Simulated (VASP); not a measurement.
# CaO: exact exchange and RPA correlation, part 6 of 6

How do cheaper functionals compare with the RPA for CaO, and at what cost? The scan starts from a database cell, scaled to the smallest volume of the series. The cell is of the rock-salt type, one of the forms listed for this formula. The start is a computed cell from the Materials Project.

VASP 6.6.1, plane waves and PAW; the level of theory is named at each step.

So far. Step 31 (Exact exchange, volume ratio 1.06): The Hartree-Fock energy on these orbitals is -16.0183 eV an atom. Step 32 (Empty bands, volume ratio 1.06): WAVECAR now holds 908 bands for 16 electrons.

**33. RPA correlation, volume ratio 1.06**

This step: RPA correlation on LDA orbitals; plane waves and PAW (Ca_sv_GW, O_GW) (VASP 6.6.1).

RPA correlation at this point.

The input, INCAR:

```
SYSTEM = CaO
PREC = Accurate
ENCUT = 560
ISMEAR = 0
SIGMA = 0.05
LREAL = .FALSE.
GGA = CA
NBANDS = 908
ALGO = ACFDT
ENCUTGW = 200
NOMEGA = 12
PRECFOCK = Fast
LWAVE = .FALSE.
LCHARG = .FALSE.
```

The input, POSCAR:

```
CaO
1.0
    0.0000000000      2.4506962070      2.4506962070
    2.4506962070      0.0000000000      2.4506962070
    2.4506962070      2.4506962070      0.0000000000
Ca O
1 1
Direct
    0.0000000000      0.0000000000      0.0000000000
    0.5000000000      0.5000000000      0.5000000000
```

The input, KPOINTS:

```
Automatic mesh
0
Gamma
6 6 6
0 0 0
```

Potentials, in the order of the species: Ca_sv_GW and O_GW (LDA family, release 64).

Launch:

```bash
$ mpirun -np 4 vasp_std
```

What it wrote:

```text
[banner, memory and clock lines left out]
running    4 mpi-ranks, on    1 nodes
[...]
LDA part: xc-table for (Slater(with rela. corr.)+CA(PZ))
 , standard interpolation
 found WAVECAR, reading the header
 POSCAR, INCAR and KPOINTS ok, starting setup
[...]
reading WAVECAR
 the WAVECAR file was read successfully
 initial charge from wavefunction
 available memory per node:     65.81 GB, setting MAXMEM to     67391

 The Fermi energy was updated, please check that it is located mid-gap
 values below the HOMO (VB) or above the LUMO (CB) will cause erroneous energies
 E-fermi :   5.5064

 the WAVEDER file was read successfully
 set NWRITE>2 for more details about minimax calculation
 number of imaginary grid points requested:      12
 number of distinct grids requested:  1
 quadrature errors minimized for energies in [ 0.350E+01, 0.590E+03 ]
 bosonic grid (T=0, re) determined with error: 0.9140E-08
 bosonic grid (re): 0.9140E-08
       0.7914       2.5545       4.9142       8.4702      14.1927
[...]
NQ=  10    0.3333    0.3333    0.0000,
|.........|.........|.........|.........
 performed     185450000 updates of chi_q(r,r)
 total number of BLAS operations      49937.84 Gflops
NQ=  11    0.5000    0.3333    0.0000,
|.........|.........|.........|.........
 performed     203995000 updates of chi_q(r,r)
 total number of BLAS operations      55407.17 Gflops
NQ=  12   -0.3333    0.3333    0.0000,
|.........|.........|.........|.........
 performed     222540000 updates of chi_q(r,r)
 total number of BLAS operations      60540.02 Gflops
NQ=  13    0.5000    0.5000    0.0000,
|.........|.........|.........|.........
 performed     241085000 updates of chi_q(r,r)
 total number of BLAS operations      65896.01 Gflops
NQ=  14    0.5000    0.3333    0.1667,
|.........|.........|.........|.........
 performed     259630000 updates of chi_q(r,r)
 total number of BLAS operations      71195.77 Gflops
NQ=  15   -0.3333    0.3333    0.1667,
|.........|.........|.........|.........
 performed     278175000 updates of chi_q(r,r)
 total number of BLAS operations      76779.64 Gflops
NQ=  16   -0.3333    0.5000    0.1667,
|.........|.........|.........|.........
 performed     296720000 updates of chi_q(r,r)
 total number of BLAS operations      82479.24 Gflops
 entering main loop
```

Run time: 8.7 min. Hardware: 4 MPI ranks of Intel Xeon 6975P-C (Granite Rapids), shared host; peak memory 3.7 GiB; 34 min of CPU time.

From OUTCAR (step 33):

```text
      cutoff energy     smooth cutoff   RPA   correlation   Hartree contr. to MP2
---------------------------------------------------------------------------------
            200.000           160.000      -20.2815253201      -32.1568024647
            190.476           152.381      -19.9777065963      -31.7632946996
            181.406           145.125      -19.6620489617      -31.3476970367
            172.768           138.214      -19.3357194606      -30.9106945661
            164.541           131.632      -18.9974250540      -30.4497954154
            156.705           125.364      -18.6500897803      -29.9684312120
            149.243           119.394      -18.2906491175      -29.4618287245
            142.136           113.709      -17.9232072880      -28.9354930839
  linear regression

[... 2 parts as in an earlier step ...]

[... 2 further parts left out ...]
[key lines of the parts left out:]
E-fermi :   5.5064
```

Extrapolated by the program to an infinite response cutoff, the correlation energy is -11.879 eV an atom, +7 meV against the point before. With exact exchange the total is -27.8977 eV an atom.

**34. Comparison: r2SCAN, volume ratio 1.06**

This step: r2SCAN; plane waves and PAW (Ca_sv_GW, O_GW) (VASP 6.6.1).

The comparison at this point.

The input, INCAR:

```
SYSTEM = CaO
PREC = Accurate
ENCUT = 560
EDIFF = 1E-06
NELM = 100
ISMEAR = 0
SIGMA = 0.05
LREAL = .FALSE.
ALGO = Normal
METAGGA = R2SCAN
LASPH = .TRUE.
NBANDS = 14
LWAVE = .FALSE.
LCHARG = .FALSE.
KPAR = 4
```

POSCAR is that of step 33.

KPOINTS is that of step 33.

Launch:

```bash
$ mpirun -np 4 vasp_std
```

What it wrote:

```text
[... set-up lines as in an earlier step ...]
 entering main loop
       N       E                     dE             d eps       ncg     rms          rms(c)
DAV:   1     0.138330422042E+03    0.13833E+03   -0.78453E+03   448   0.127E+03
DAV:   2    -0.796252178603E+02   -0.21796E+03   -0.19434E+03   562   0.528E+02
DAV:   3    -0.103834242149E+03   -0.24209E+02   -0.22364E+02   778   0.180E+02
DAV:   4    -0.104414358824E+03   -0.58012E+00   -0.57908E+00   606   0.259E+01
[...]
DAV:  13    -0.936142847823E+02    0.67403E-04   -0.28279E-04   484   0.189E-01    0.332E-02
DAV:  14    -0.936142736379E+02    0.11144E-04   -0.37797E-05   744   0.645E-02    0.377E-02
DAV:  15    -0.936142744548E+02   -0.81688E-06   -0.13892E-06   370   0.203E-02
   1 F= -.93614274E+02 E0= -.93614274E+02  d E =-.471219E-12
```

Elapsed: 8.6 s, on 4 MPI ranks; peak memory 0.59 GiB; 32 s of CPU time.

From OUTCAR (step 34):

```text
  Total       -1.3344944     -1.3344944     -1.3344944      0.0000000     -0.0000000      0.0000000
  in kB      -72.6321488    -72.6321488    -72.6321488      0.0000000     -0.0000000      0.0000000
  external PRESSURE =     -72.6321488 kB  Pullay stress =       0.0000000 kB

  FREE ENERGIE OF THE ION-ELECTRON SYSTEM (eV)
  ---------------------------------------------------
  free  energy   TOTEN  =       -93.6142744548 eV

  energy  without entropy=      -93.6142744548  energy(sigma->0) =      -93.61427445

[... 3 parts as in an earlier step ...]

[... 1 further part left out ...]
[key lines of the parts left out:]
E-fermi :   4.0489
```

Its energy is -46.8071 eV an atom, on a zero of its own.

**35. Orbitals for comparison: HSE06, volume ratio 1.06**

This step: LDA; plane waves and PAW (Ca_sv_GW, O_GW) (VASP 6.6.1).

Starting orbitals, as before.

The input, INCAR:

```
SYSTEM = CaO
PREC = Accurate
ENCUT = 560
EDIFF = 1E-05
NELM = 100
ISMEAR = 0
SIGMA = 0.05
LREAL = .FALSE.
ALGO = Normal
GGA = CA
NBANDS = 14
LORBIT = 11
LWAVE = .TRUE.
LCHARG = .FALSE.
KPAR = 4
```

POSCAR is that of step 34.

KPOINTS is that of step 34.

Launch:

```bash
$ mpirun -np 4 vasp_std
```

What it wrote:

```text
[... set-up lines as in an earlier step ...]
 entering main loop
       N       E                     dE             d eps       ncg     rms          rms(c)
[... 11 cycles as in an earlier step ...]
DAV:  12    -0.190334746175E+02   -0.24033E-04   -0.11351E-04   732   0.136E-01    0.979E-02
DAV:  13    -0.190334483187E+02    0.26299E-04   -0.80794E-05   724   0.124E-01    0.434E-02
DAV:  14    -0.190334481162E+02    0.20247E-06   -0.18561E-06   266   0.189E-02
   1 F= -.19033448E+02 E0= -.19033448E+02  d E =-.474832E-18
 writing wavefunctions
```

The job ended after 2 s (4 MPI ranks; peak memory 0.51 GiB; 5.8 s of CPU time).

From OUTCAR (step 35):

```text
  Total       -2.2422111     -2.2422111     -2.2422111      0.0000000     -0.0000000     -0.0000000
  in kB     -122.0361906   -122.0361906   -122.0361906      0.0000000     -0.0000000     -0.0000000
  external PRESSURE =    -122.0361906 kB  Pullay stress =       0.0000000 kB

 POSITION                                       TOTAL-FORCE (eV/Angst)
 -----------------------------------------------------------------------------------
      0.00000      0.00000      0.00000         0.000000     -0.000000      0.000000
      2.45070      2.45070      2.45070        -0.000000      0.000000     -0.000000
 -----------------------------------------------------------------------------------
    total drift:                                0.000000      0.000000      0.000000

  FREE ENERGIE OF THE ION-ELECTRON SYSTEM (eV)
  ---------------------------------------------------
  free  energy   TOTEN  =       -19.0334481162 eV

  energy  without entropy=      -19.0334481162  energy(sigma->0) =      -19.03344812

[... 2 parts as in an earlier step ...]

[... 1 further part left out ...]
[key lines of the parts left out:]
E-fermi :   4.0487
```

The run ends at a pressure of -12.20 GPa.

**36. Comparison: HSE06, volume ratio 1.06**

This step: HSE06; plane waves and PAW (Ca_sv_GW, O_GW) (VASP 6.6.1).

The comparison at this point.

The input, INCAR:

```
SYSTEM = CaO
PREC = Accurate
ENCUT = 560
EDIFF = 1E-06
NELM = 100
ISMEAR = 0
SIGMA = 0.05
LREAL = .FALSE.
ALGO = Normal
LHFCALC = .TRUE.
AEXX = 0.25
GGA = PE
HFSCREEN = 0.2
LASPH = .TRUE.
NBANDS = 14
PRECFOCK = Fast
LWAVE = .FALSE.
LCHARG = .FALSE.
KPAR = 4
```

POSCAR is that of step 35.

KPOINTS is that of step 35.

The run starts from files that an earlier step left in the folder.

Launch:

```bash
$ mpirun -np 4 vasp_std
```

What it wrote:

```text
[... set-up lines as in an earlier step ...]
 entering main loop
       N       E                     dE             d eps       ncg     rms          rms(c)
DAV:   1    -0.208735127047E+02   -0.20874E+02   -0.74635E-01   648   0.181E+01    0.191E+00
DAV:   2    -0.208383778412E+02    0.35135E-01   -0.82064E-02   686   0.451E+00    0.859E-01
DAV:   3    -0.208405774510E+02   -0.21996E-02   -0.17581E-02   706   0.124E+00    0.610E-01
DAV:   4    -0.208391839143E+02    0.13935E-02   -0.17379E-03   630   0.863E-01    0.355E-01
[...]
DAV:   8    -0.208388324738E+02    0.57705E-05   -0.75565E-06   484   0.521E-02    0.596E-02
DAV:   9    -0.208388305658E+02    0.19080E-05   -0.28094E-06   418   0.317E-02    0.342E-02
DAV:  10    -0.208388301776E+02    0.38826E-06   -0.51815E-07   266   0.130E-02
   1 F= -.20838830E+02 E0= -.20838830E+02  d E =-.236564E-15
```

Run time: 67 s. Hardware: 4 MPI ranks; peak memory 1 GiB; 4.4 min of CPU time.

OUTCAR, selected parts (step 36):

```text
 POSITION                                       TOTAL-FORCE (eV/Angst)
 -----------------------------------------------------------------------------------
      0.00000      0.00000      0.00000         0.000000      0.000000      0.000000
      2.45070      2.45070      2.45070        -0.000000     -0.000000     -0.000000
 -----------------------------------------------------------------------------------
    total drift:                                0.000001      0.000001     -0.000000

  FREE ENERGIE OF THE ION-ELECTRON SYSTEM (eV)
  ---------------------------------------------------
  free  energy   TOTEN  =       -20.8388301776 eV

  energy  without entropy=      -20.8388301776  energy(sigma->0) =      -20.83883018

[... 2 parts as in an earlier step ...]

[... 1 further part left out ...]
[key lines of the parts left out:]
E-fermi :   3.3609
```

Its energy is -10.4194 eV an atom, on a zero of its own.

**37. Summary**

This step: exact exchange and RPA correlation on LDA orbitals, beside r2SCAN, beside HSE06; plane waves and PAW (VASP 6.6.1).

This step runs nothing: it gathers the runs above.

Numbers from this step:

```yaml
equilibrium_volume_exx_rpa: 14.02 Å³/atom
bulk_modulus: 111.4 GPa
```

The energy above the lowest point by volume; values in meV/atom:

| volume (Å³/atom) | LDA | EXX | EXX+RPA | r2SCAN | HSE06 |
| --- | --- | --- | --- | --- | --- |
| 12.775 | 0 | 73.3 | 45.9 | 28.5 | 29.3 |
| 13.330 | 0.557 | 27.3 | 12.6 | 4.83 | 5.26 |
| 13.747 | 12.3 | 8.14 | 1.45 | 0 | 0 |
| 14.163 | 32.1 | 0 | 0 | 4.41 | 3.88 |
| 14.719 | 68.7 | 3.63 | 10.5 | 22.3 | 20.9 |

Cost is wall time times ranks on a shared host; the EXX and RPA rows hold the orbitals run too, the hybrid row not its starting run, and runs of a few seconds are mostly start-up. Fits of the equation of state:

| level | V0 (Å³/atom) | B0 (GPa) | fit error (meV/atom) | minimum inside the series | cost a point (core minutes) |
| --- | --- | --- | --- | --- | --- |
| LDA | 13.03 | 129.5 | 4.88e-4 | yes | 0.16 |
| EXX | 14.31 | 118.4 | 0.00155 | yes | 2.48 |
| EXX+RPA | 14.02 | 111.4 | 0.002438 | yes | 33.71 |
| r2SCAN | 13.74 | 117.1 | 1.26e-4 | yes | 0.59 |
| HSE06 | 13.77 | 115 | 2.66e-4 | yes | 4.75 |

**38. Outcome**

```
LDA     : V0 13.03 Å³/atom, B0 129 GPa
EXX     : V0 14.31 Å³/atom, B0 118 GPa
EXX+RPA : V0 14.02 Å³/atom, B0 111 GPa
r2SCAN  : V0 13.74 Å³/atom, B0 117 GPa
HSE06   : V0 13.77 Å³/atom, B0 115 GPa
```

Exact exchange with RPA correlation puts the minimum at 14.02 Å³ an atom, with a bulk modulus of 111 GPa. LDA puts the volume 7.1 % below EXX+RPA, at roughly 1/211 of its cost. r2SCAN puts the volume 2.0 % below EXX+RPA, at roughly 1/57 of its cost. HSE06 puts the volume 1.8 % below EXX+RPA, at roughly 1/7 of its cost. Correlation shrinks the exact-exchange volume by 2.0 %. Exact exchange and correlation are taken on one coarse mesh and aren't self-consistent; the correlation energy is extrapolated in the response cutoff by the program, which at the first volume adds -1742 meV an atom to the value at the highest cutoff and varies with the volume; a small fit error says nothing about that part. NBANDS follows the largest plane-wave count of any k point, which rises in steps with the volume. The cheaper functionals share the mesh, and the fits are third-order Birch-Murnaghan curves. Not tabulated here, as repeats of values shown or as unfit to read for their mesh, reference level or band range: eps2 curves (empty bands); eps1 curves and static values (empty bands); gaps (empty bands).

[Lines on the potential files, build, host, timing and source positions are cut from VASP's logs without a mark.]

[Logs are printed without paths, hosts, clocks, repeated set-up lines and the standing remarks that a program may print on its own settings, such as how far it seeks lower states.]

[Hosts, paths, dates, database ids (printed as entryN), source tags and the programs' standing remarks are cut or masked in the printed files.]

[Pressures printed for these runs are not shown converged in the cutoff: they can be off by several GPa and have the wrong sign.]
